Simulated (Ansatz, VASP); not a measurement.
**Cross-check of Si2GeC (CuAu-ordered zincblende type (invented)) between VASP and Ansatz**

Wanted: the spread between two codes on one cell, functional and k mesh. The cell is generated by rule, not measured, and may not be a known phase. The cell is taken from a series of runs on this material, whose earlier steps may have relaxed, scaled, displaced or heated it; both programs get it as it stands.

Main program and level: Ansatz 0.2.0; plane waves, with VASP 6.6.1 beside it; relaxation of cell and atoms at LDA.

## Step 1: Set-up

Symmetry: P-4m2, No. 115, tetragonal system. The conventional cell has a = 3.462 Å, b = 3.462 Å, c = 4.896 Å, α = 90.00°, β = 90.00°, γ = 90.00°. C has 4 Si at 2.12 Å nearest. Ge has 4 Si at 2.12 Å nearest. Si has 2 C at 2.12 Å and 2 Ge at 2.12 Å nearest. Farther neighbours are not listed.

As a file:

```xyz
4
Lattice="3.4619 0.0000 0.0000 0.0000 3.4619 0.0000 0.0000 0.0000 4.8959" Properties=species:S:1:pos:R:3 pbc="T T T"
C     0.0000    0.0000    0.0000
Ge    1.7310    1.7310    2.4480
Si    0.0000    1.7310    1.2240
Si    1.7310    0.0000    3.6719
```

## Step 2: VASP: relaxation of cell and atoms, LDA

The relaxed volume is the usual yardstick between codes: in a stiff, nearly cubic crystal its relative difference is about their pressure difference at one cell divided by the bulk modulus.

Lines of VASP's logs that name or quote its potential files are left out, and so is its time.

The input, INCAR:

```
SYSTEM = Si2GeC
PREC = Accurate
ENCUT = 600
EDIFF = 1E-07
NELM = 120
ISMEAR = 0
SIGMA = 0.1
LREAL = .FALSE.
ALGO = Normal
GGA = CA
NBANDS = 19
LORBIT = 11
LWAVE = .FALSE.
LCHARG = .FALSE.
ISIF = 3
IBRION = 2
NSW = 80
EDIFFG = -0.005
LASPH = .TRUE.
GGA_COMPAT = .FALSE.
NELMIN = 4
```

The input, POSCAR:

```
Si2GeC
1.0
    3.4619500000      0.0000000000      0.0000000000
    0.0000000000      3.4619500000      0.0000000000
    0.0000000000      0.0000000000      4.8959300000
C Ge Si
1 1 2
Direct
    0.0000000000      0.0000000000      0.0000000000
    0.5000000000      0.5000000000      0.5000000000
    0.0000000000      0.5000000000      0.2499998979
    0.5000000000      0.0000000000      0.7499998979
```

The input, KPOINTS:

```
Automatic mesh
0
Gamma
6 6 4
0 0 0
```

Potentials, in the order of the species: C, Ge_d and Si (LDA family, release 64).

Started as:

```sh
$ mpirun -np 1 vasp_std
```

Numbers of over 12 decimals in the logs are rounded to 6 here.

Log:

```text
[banner, memory and clock lines left out]
running    1 mpi-ranks, on    1 nodes
 distrk:  each k-point on    1 cores,    1 groups
 distr:  one band on    1 cores,    1 groups

 POSCAR found type information on POSCAR C GeSi
 POSCAR found :  3 types and       4 ions
 LDA part: xc-table for (Slater(with rela. corr.)+CA(PZ))
 , standard interpolation
 POSCAR, INCAR and KPOINTS ok, starting setup
 FFT: planning ... GRIDC
 FFT: planning ... GRID_SOFT
 FFT: planning ... GRID
 WAVECAR not read
 entering main loop
       N       E                     dE             d eps       ncg     rms          rms(c)
DAV:   1     0.181537090226E+03    0.18154E+03   -0.13921E+04  1285   0.281E+03
DAV:   2     0.109319082828E+01   -0.18044E+03   -0.17213E+03  1221   0.629E+02
DAV:   3    -0.248866238474E+02   -0.25980E+02   -0.24813E+02  1374   0.126E+02
DAV:   4    -0.259563818253E+02   -0.10698E+01   -0.10666E+01  1399   0.264E+01
DAV:   5    -0.259762602464E+02   -0.19878E-01   -0.19873E-01  1455   0.411E+00    0.894E+00
DAV:   6    -0.246847796391E+02    0.12915E+01   -0.47691E+00  1401   0.909E+00    0.483E+00
DAV:   7    -0.245464547995E+02    0.13832E+00   -0.58770E-01  1330   0.447E+00    0.245E+00
DAV:   8    -0.244960165181E+02    0.50438E-01   -0.17676E-01  1381   0.245E+00    0.408E-01
DAV:   9    -0.244928880665E+02    0.31285E-02   -0.29168E-02  1549   0.113E+00    0.203E-01
DAV:  10    -0.244929251478E+02   -0.37081E-04   -0.22133E-03  1282   0.274E-01    0.830E-02
DAV:  11    -0.244929347523E+02   -0.96044E-05   -0.12499E-04  1552   0.115E-01    0.261E-02
DAV:  12    -0.244929340579E+02    0.69440E-06   -0.19669E-05  1415   0.215E-02    0.758E-03
DAV:  13    -0.244929338231E+02    0.23479E-06   -0.26998E-06  1528   0.167E-02    0.219E-03
DAV:  14    -0.244929338272E+02   -0.41605E-08   -0.22381E-07  1133   0.343E-03
   1 F= -.24492934E+02 E0= -.24492331E+02  d E =-.244929E+02
[... from here on, the cycles between the ionic steps are left out ...]
   2 F= -.25575152E+02 E0= -.25572818E+02  d E =-.108222E+01
   3 F= -.25867025E+02 E0= -.25865444E+02  d E =-.137409E+01
   5 F= -.26109658E+02 E0= -.26108590E+02  d E =-.242632E+00
   6 F= -.26109557E+02 E0= -.26108495E+02  d E =-.242532E+00
   7 F= -.26117766E+02 E0= -.26116344E+02  d E =-.820869E-02
   8 F= -.26119661E+02 E0= -.26117697E+02  d E =-.101033E-01
   9 F= -.26121193E+02 E0= -.26118601E+02  d E =-.153279E-02
  10 F= -.26122069E+02 E0= -.26119295E+02  d E =-.240838E-02
  11 F= -.26122374E+02 E0= -.26119798E+02  d E =-.305444E-03
  12 F= -.26122536E+02 E0= -.26119904E+02  d E =-.466730E-03
  13 F= -.26122637E+02 E0= -.26119977E+02  d E =-.101633E-03
  14 F= -.26122638E+02 E0= -.26119975E+02  d E =-.102007E-03
 curvature:  -0.49 expect dE=-0.487E-05 dE for cont linesearch -0.306E-09
 trial: gam= 0.04296 g(F)=  0.103E-06 g(S)=  0.973E-05 ort =-0.368E-06 (trialstep = 0.916E+00)
 search vector abs. value=  0.102E-04
 bond charge predicted
       N       E                     dE             d eps       ncg     rms          rms(c)
DAV:   1    -0.261226683775E+02   -0.30722E-04   -0.47168E-04  1522   0.324E-01    0.322E-02
DAV:   2    -0.261226488893E+02    0.19488E-04   -0.39785E-05  1524   0.993E-02    0.170E-02
DAV:   3    -0.261226417977E+02    0.70917E-05   -0.10757E-05  1683   0.503E-02    0.417E-03
DAV:   4    -0.261226414082E+02    0.38947E-06   -0.10249E-06  1502   0.137E-02    0.186E-03
DAV:   5    -0.261226413723E+02    0.35860E-07   -0.35637E-08   660   0.225E-03
  15 F= -.26122641E+02 E0= -.26119984E+02  d E =-.371786E-05
 trial-energy change:   -0.000004  1 .order   -0.000003   -0.000009    0.000003
 step:   0.7335(harm=  0.6730)  dis= 0.00003  next Energy=   -26.122642 (dE=-0.403E-05)
 reached required accuracy - stopping structural energy minimisation
```

OUTCAR, selected parts (step 2):

```text
ion  position               nearest neighbor table
   1  0.000  0.000  0.000-   3 2.12   3 2.12   4 2.12   4 2.12
   2  0.500  0.500  0.500-   4 2.12   4 2.12   3 2.12   3 2.12
   3  0.000  0.500  0.250-   1 2.12   1 2.12   2 2.12   2 2.12
   4  0.500  0.000  0.750-   2 2.12   2 2.12   1 2.12   1 2.12

  LATTYP: Found a simple tetragonal cell.
 ALAT       =     3.4619500000
 C/A-ratio  =     1.4142116437

 Subroutine GETGRP returns: Found  8 space group operations
 (whereof  8 operations were pure point group operations)

The static configuration has the point symmetry D_2d.

 Found     30 irreducible k-points:

   k-points           NKPTS =     30   k-points in BZ     NKDIM =     30   number of bands    NBANDS=     19

   dimension x,y,z NGX =    28 NGY =   28 NGZ =   40
   dimension x,y,z NGXF=    56 NGYF=   56 NGZF=   80

   ENCUT  =  600.0 eV  44.10 Ry    6.64 a.u.   6.91  6.91  9.78*2*pi/ulx,y,z

   NELECT =      26.0000    total number of electrons

 k-points in reciprocal lattice and weights: Automatic mesh
   0.00000000  0.00000000  0.00000000       0.007
   0.16666667  0.00000000  0.00000000       0.028
   0.33333333  0.00000000  0.00000000       0.028
   0.50000000  0.00000000  0.00000000       0.014
   0.16666667  0.16666667  0.00000000       0.028
   0.33333333  0.16666667  0.00000000       0.056
   0.50000000  0.16666667  0.00000000       0.028
   0.33333333  0.33333333  0.00000000       0.028
   0.50000000  0.33333333  0.00000000       0.028
[...]
0.50000000  0.33333333  0.50000000       0.028
   0.50000000  0.50000000  0.50000000       0.007

 average (electrostatic) potential at core
       1 -51.8356       2 -71.9489       3 -83.9415       4 -83.9415

 E-fermi :   7.8722

 k-point     1 :       0.0000    0.0000    0.0000
  band No.  band energies     occupation
    ...
      8      -1.1569      2.00000
      9       2.9929      2.00000
     10       2.9930      2.00000
     11       6.7777      2.00000
     12       6.8687      2.00000
     13       8.1482      0.00009
     14       8.1482      0.00009
     15       8.8308      0.00000
     16      11.3345      0.00000
     17      11.3345      0.00000
    ...

 k-point     2 :       0.1667    0.0000    0.0000
  band No.  band energies     occupation
    ...
      9       1.8109      2.00000
     10       3.1716      2.00000
     11       5.9948      2.00000
     12       6.1060      2.00000
     13       7.6816      1.99299
     14       8.1061      0.00094
     15      10.2248      0.00000
     16      11.1288      0.00000
     17      11.5906      0.00000
     18      12.0946      0.00000
    ...

 k-point     3 :       0.3333    0.0000    0.0000
  band No.  band energies     occupation
    ...
      9       1.1252      2.00000
     10       3.4757      2.00000
     11       3.5946      2.00000
     12       4.2903      2.00000
     13       7.8643      1.08930
     14       8.7036      0.00000
     15      11.1317      0.00000
     16      11.8904      0.00000
     17      12.3822      0.00000
     18      12.8126      0.00000
    ...

  Total       -0.0165642     -0.0165642     -0.0078989      0.0000000      0.0000000      0.0000000
  in kB       -0.4536820     -0.4536820     -0.2163445      0.0000000      0.0000000      0.0000000
  external PRESSURE =      -0.3745695 kB  Pullay stress =       0.0000000 kB

  energy-cutoff  :      600.00
  volume of cell :       58.50
      direct lattice vectors                 reciprocal lattice vectors
     3.403858029  0.000000000  0.000000000     0.293784286 -0.000000000 -0.000000000
     0.000000000  3.403858029 -0.000000000    -0.000000000  0.293784286  0.000000000
     0.000000000 -0.000000000  5.048784983    -0.000000000  0.000000000  0.198067457

 POSITION                                       TOTAL-FORCE (eV/Angst)
 -----------------------------------------------------------------------------------
      0.00000      0.00000      0.00000         0.000000     -0.000000      0.000000
      1.70193      1.70193      2.52439        -0.000000      0.000000      0.000000
      0.00000      1.70193      0.97991        -0.000000      0.000000     -0.001259
      1.70193     -0.00000      4.06887         0.000000     -0.000000      0.001259
 -----------------------------------------------------------------------------------
    total drift:                                0.000000      0.000000     -0.000041

  FREE ENERGIE OF THE ION-ELECTRON SYSTEM (eV)
  ---------------------------------------------------
  free  energy   TOTEN  =       -26.1226413723 eV

  energy  without entropy=      -26.1173273313  energy(sigma->0) =      -26.11998435

 reached required accuracy - stopping structural energy minimisation

 total charge
# of ion       s       p       d       tot
------------------------------------------
    1        0.828   1.562   0.000   2.390
    2        1.135   1.542  10.047  12.725
    3        0.729   0.928   0.000   1.658
    4        0.729   0.928   0.000   1.658
--------------------------------------------------
tot          3.422   4.961  10.047  18.431

[... 3 further parts left out ...]
```

## Step 3: Ansatz: relaxation of cell and atoms, LDA

Ansatz runs on its default PAW (the set named soft_2) files.

The same cell, functional (in two slightly different forms), mesh and smearing now go to Ansatz, which takes its cutoff from its data sets.

The input, input.yaml:

```yaml
crystal:
  lattice:
    - [3.46195, 0.0, 0.0]
    - [0.0, 3.46195, 0.0]
    - [0.0, 0.0, 4.89593]
  atoms:
    - { symbol: C, position: [0.0, 0.0, 0.0] }
    - { symbol: Ge, position: [0.5, 0.5, 0.5] }
    - { symbol: Si, position: [0.0, 0.5, 0.25] }
    - { symbol: Si, position: [0.5, 0.0, 0.75] }
kpoints:
  mp_grid: { grid: [6, 6, 4] }
hamiltonian:
  xc: lda
scf:
  occupations: { method: gaussian, width: 0.1 }
output:
  forces: true
  stress: true
  eigenvalues: true
relax:
  adjacent_minimum: "off"
  f_tol: 0.05
  max_steps: 80
  cell: { stress_tol: 0.5 }
```

Started as:

```sh
$ ansatz run input.yaml --threads 2 --pin off --max-ram 5120MiB --backend cpu --events-out ev --progress --plain --runs-dir out
```

Log:

```text
The last accepted step is kept in <dir> (removed where the run ends without a failure and the disk answers)
Engine: ansatz 0.2.0, aarch64-unknown-linux-gnu
Pseudopotentials: kind: paw
Pseudopotential: C, paw, valence charge 4, recommended cutoff 420 eV (normal), C.paw.azcp
Pseudopotential: Ge, paw, valence charge 14, recommended cutoff 420 eV (normal), Ge.paw.azcp
Pseudopotential: Si, paw, valence charge 4, recommended cutoff 420 eV (normal), Si.paw.azcp
Functional definition: SPW92
  exchange = slater_x
  correlation = pw_c
Crystal: 4 atoms, lattice volume = 58.678 Å³
Basis set: ecut = 420 eV, 1125 PW (Γ)
Bands: 17, of which v1, the nominal top of the filled ones, is band 13 counted from 1 (12 counted from 0)
Symmetry: 8 space group operations
Space group: P-4m2 (ITA 115), of the structure as read, at distance tolerance 3.9e-5 Å
k-points: 30 of 144 (time reversal used)
Non-local potential: C, projectors of the file, l = 0: 2, l = 1: 2, l = 2: 1
Non-local potential: Ge, projectors of the file, l = 0: 2, l = 1: 2, l = 2: 3, l = 3: 1
Non-local potential: Si, projectors of the file, l = 0: 2, l = 1: 2, l = 2: 2
PAW form: soft (Blöchl's): semilocal exchange-correlation on the pseudo side does not see the compensation charge
PAW frozen core: C, regenerated for the run's functional, and the local potential with it (the file was generated under x = pbe(κ = 0.804, μ = 0.219515), c = pbe(β = 0.066725))
PAW frozen core: Ge, regenerated for the run's functional, and the local potential with it (the file was generated under x = pbe(κ = 0.804, μ = 0.219515), c = pbe(β = 0.066725))
PAW frozen core: Si, regenerated for the run's functional, and the local potential with it (the file was generated under x = pbe(κ = 0.804, μ = 0.219515), c = pbe(β = 0.066725))
PAW one-centre angular grid: C, 110 points (default); XC on 64 Gauss nodes
PAW one-centre angular grid: Ge, 590 points (default); XC on 64 Gauss nodes
PAW one-centre angular grid: Si, 110 points (default); XC on 64 Gauss nodes
Initial density: superposition of atomic densities (neutral atoms: chi_scale 0, normalization atom), corrected by the library's trained network
Initial wavefunctions: pseudopotential atomic-orbital guess
Functional: x = slater, c = lda
SCF iter   1: F=—  HF=-5673.269158 eV  |F-HF|=—  |Δ(HF+E_count)|=         —  Δρ=7.02e-3  dr2=4.93e-2  ethr=1.77e-3  ⟨swp⟩=5.6  Hψ=2752  notcnv=0
preconditioner: auto → none  [insulator: Δε(μ)=0.321 eV  Ē_g=16.668 eV  σ=0.100 eV  W_gap=0.61  n_scr=14 (ndim 8)  ℏωp=24.7 eV  f_vac=0.000  D(μ)=0.24/eV (n_scr^D=0)  ε∞_Penn≈3.2]
SCF iter   2: F=—  HF=-5673.265309 eV  |F-HF|=—  |Δ(HF+E_count)|=   3.85e-3  Δρ=6.39e-3  dr2=3.62e-2  ethr=1.90e-4  ⟨swp⟩=2.1  Hψ=1013  notcnv=0
SCF iter   3: F=—  HF=-5673.257167 eV  |F-HF|=—  |Δ(HF+E_count)|=   8.14e-3  Δρ=1.85e-3  dr2=9.32e-4  ethr=1.39e-4  ⟨swp⟩=2.0  Hψ=731  notcnv=0
SCF iter   4: F=—  HF=-5673.256956 eV  |F-HF|=—  |Δ(HF+E_count)|=   2.11e-4  Δρ=3.55e-4  dr2=3.14e-5  ethr=3.59e-6  ⟨swp⟩=2.5  Hψ=787  notcnv=0
SCF iter   5: F=—  HF=-5673.256951 eV  |F-HF|=—  |Δ(HF+E_count)|=   4.71e-6  Δρ=4.78e-5  dr2=8.19e-7  ethr=1.21e-7  ⟨swp⟩=2.3  Hψ=747  notcnv=0
SCF iter   6: F=-5673.256951 eV  HF=-5673.256951 eV  |F-HF|=3.15e-8  |Δ(HF+E_count)|=   5.69e-8  Δρ=8.76e-6  dr2=3.35e-8  ethr=3.85e-10  ⟨swp⟩=6.1  Hψ=2371  notcnv=0
SCF 1 converged in 6 iterations: F = -5673.256951 eV  dr2 = 3.35e-8
  greatest PAW one-centre occupation: 0.998 electrons in one spin orbital (limit 2), on the Ge atom at site 1 (counted from 0), in its partial waves of l = 2
relax step   1: F+E_penalty+E_count = -5673.25695118 eV  Δ(F+E_penalty+E_count) = +0.000e0 eV  max|allowed force component| = 6.402e0 eV/Å  Δτ_max = 0.0000 Å  P = +10.839 GPa  Ω = 58.678 Å³  (6 SCF iters, dr2 threshold 1.00e-7 eV, accepted)
[...]
relax step   2: F+E_penalty+E_count = -5674.75201964 eV  Δ(F+E_penalty+E_count) = -1.495e0 eV  max|allowed force component| = 1.328e0 eV/Å  Δτ_max = 0.1953 Å  P = -0.397 GPa  Ω = 59.634 Å³  energy of the carried Pulay correction = -8.408e-4 eV  (7 SCF iters, dr2 threshold 4.00e-7 eV, accepted)
[...]
relax step   3: F+E_penalty+E_count = -5674.88019393 eV  Δ(F+E_penalty+E_count) = -1.282e-1 eV  max|allowed force component| = 1.905e-1 eV/Å  Δτ_max = 0.0693 Å  P = -0.766 GPa  Ω = 58.765 Å³  energy of the carried Pulay correction = -7.673e-5 eV  (6 SCF iters, dr2 threshold 4.00e-7 eV, accepted)
[...]
relax step   4: F+E_penalty+E_count = -5674.88625177 eV  Δ(F+E_penalty+E_count) = -6.058e-3 eV  max|allowed force component| = 4.044e-3 eV/Å  Δτ_max = 0.0096 Å  P = +0.245 GPa  Ω = 58.289 Å³  energy of the carried Pulay correction = +3.462e-4 eV  (6 SCF iters, dr2 threshold 4.00e-7 eV, accepted)
[...]
relax step   5: F+E_penalty+E_count = -5674.88650891 eV  Δ(F+E_penalty+E_count) = -2.571e-4 eV  max|allowed force component| = 4.095e-3 eV/Å  Δτ_max = 0.0000 Å  P = +0.266 GPa  Ω = 58.289 Å³  stress off target by 3.07e-1 GPa  SCF on the basis re-selected at this cell (its energy is not comparable with the rows above)  (6 SCF iters)
basis re-selected at this cell: Δ(F+E_penalty+E_count) = -2.571e-4 eV, ΔP = +0.021 GPa vs the last step (what re-selecting the basis moved, of the pressure what is left beyond the Pulay correction that the steps carried, after the strain that the cell walked since its last selection, with what the two solves' SCF thresholds leave and, on support functions, any second-order correction that the steps lacked; it is no m [...]
SCF converged after 6 iterations
Free energy (F): -5674.886509 eV
Harris-Foulkes:  -5674.886509 eV  (|F-HF|=0.00e0)
Internal energy: -5674.881300 eV  (E = F + TS)
E sigma→0 (E₀):  -5674.883905 eV
Entropy (-TS):   -0.005209 eV (-1.302 meV/atom)
Fermi energy:    9.810500 eV
--- Per-component energies (eV) ---
  E_band       = -97.456299
  E_kinetic    = 287.552619
  E_local      = -2726.403413  (includes V_loc(G=0)·N_el)
  E_nonlocal   = 503.030599
  E_hartree    = 1195.838303
  E_xc         = -235.211193
  E_vxc        = -222.273967  (∫ρ·V_xc dr)
  E_paw        = -3005.513448  (= ΣΔE_a)
  E_vpaw       = -331.039123  (= ΣTr[D̂ρ^β])
  E_aug_tail   = 0.000369  (compensation charges beyond the density's cutoff)
  E_ewald      = -1696.314958
  E_core_change = 2.139820  (= ΣΔE_core)
  E_smearing   = -0.005209  (= −TS)
  E_closure    = -0.000000  (closes the sum)
  Σ components = -5674.886509   (vs F -5674.886509, Δ=0.00e0)
--- Forces (eV/Å), atoms counted from 1 ---
  atom   1  C      0.00000000     0.00000000    -0.00000000
  atom   2  Ge     0.00000000    -0.00000000    -0.00000000
  atom   3  Si    -0.00000000     0.00000000    -0.00409520
  atom   4  Si    -0.00000000     0.00000000     0.00409520
  max |Σ_I F_I| component: 1.39e-17 eV/Å
--- Stress (GPa, compression-positive) ---
        0.307227      -0.000000       0.000000
       -0.000000       0.307227      -0.000000
        0.000000      -0.000000       0.184095
  P = ⅓ Tr σ = 0.2662 GPa (2.662 kbar)
--- Band table (eV; the first three rows and the last of 30) ---
  k-point 0: bands = [... 9 lower, 4.9070, 8.6934, 8.7964, 10.0843, 10.0843, 10.7710, 13.2701, 13.2701]
  k-point 1: bands = [... 9 lower, 5.0059, 7.2182, 9.4595, 9.4595, 9.5254, 10.9523, 13.0854, 14.3066]
  k-point 2: bands = [... 9 lower, 5.1162, 5.3723, 8.9759, 8.9759, 10.0814, 10.8226, 13.6398, 13.8667]
  k-point 29: bands = [... 9 lower, 4.1436, 4.4997, 4.4997, 4.5984, 13.1752, 13.4324, 14.0609, 14.0609]
--- Relaxed structure (4 steps of the walk, 4 accepted, 1 SCFs on fresh bases) ---
  F+E_penalty+E_count = -5674.88650891 eV   max|allowed force component| = 4.095e-3 eV/Å   (the final SCF, on the basis selected at the relaxed cell)
  cell:  # Å, volume = 58.2893 Å³
    - [3.398664, 0, 0]
    - [0, 3.398664, 0.0]
    - [0, 0.0, 5.046294]
  atoms:
    - { symbol: C, position: [0, 0, -2.834556010362578e-18] }
    - { symbol: Ge, position: [0.500000, 0.500000, 0.5] }
    - { symbol: Si, position: [0, 0.500000, 0.193972] }
    - { symbol: Si, position: [0.500000, 0, 0.806028] }
```

The column dr2 measures how far the density is from self-consistency, as an energy; F and HF (Harris–Foulkes) agree once it is small.

## Step 4: Differences

Known differences besides the potentials themselves: the two LDA forms differ slightly; the cutoff is 420 eV in Ansatz and 600 eV in VASP; VASP's log shows a relativistic correction to its local exchange, Ansatz's none; Ansatz adds a Pulay correction to the stress that steers its cell, VASP none. Total energies have different zeros and are not compared.

The two programs side by side:

| quantity | Ansatz | VASP | difference |
| --- | --- | --- | --- |
| volume (Å³) | 58.29 | 58.50 | -0.35 % |
| edge a after relaxation, in the typed setting (Å) | 3.399 | 3.404 | -0.15 % |
| edge c after relaxation, in the typed setting (Å) | 5.046 | 5.049 | -0.05 % |

## Step 5: Summary of results

| Item | Value |
| --- | --- |
| difference in volume (relaxation of cell and atoms, LDA) | -0.35 % |

In words: The difference in volume is -0.35 % (relaxation of cell and atoms, LDA), within the 1.2 % picked in this series as the mark of a large difference, as far as the stopping tolerances let one tell. How closely two codes agree says nothing of how well the functional describes the real material.

[Lines on the potential files, build, host, timing and source positions are cut from VASP's logs without a mark.]

[Logs are printed without paths, hosts, clocks, repeated set-up lines and the standing remarks that a program may print on its own settings, such as how far it seeks lower states.]

[Hosts, paths, dates, database ids (printed as entryN), source tags and the programs' standing remarks are cut or masked in the printed files.]
